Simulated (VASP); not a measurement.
Given:

```
SnTe
1.0
    0.00000     3.13980     3.13980
    3.13980     0.00000     3.13980
    3.13980     3.13980     0.00000
Sn Te
1 1
Direct
  0.00000   0.00000   0.00000
  0.50000   0.50000   0.50000
```

Computed with SCAN meta-GGA, VASP's PBE PAW potentials (set 64) (plane waves; VASP 6.6.1). Run with 520 eV cut-off, 7×7×7 Γ-centred mesh, Gaussian smearing of 0.050 eV, potentials Sn_d Te.

### Question
Give the stress tensor in GPa (positive for a compressed cell).

### Answer

```
1.38  0.00  0.00
0.00  1.38  0.00
0.00  0.00  1.38
```
The pressure is its mean diagonal, 1.38 GPa.

The compound is SnTe in the rock salt structure, which distorts at low temperature. This cell is one point of a volume scan, at 0.97 of the reference volume.
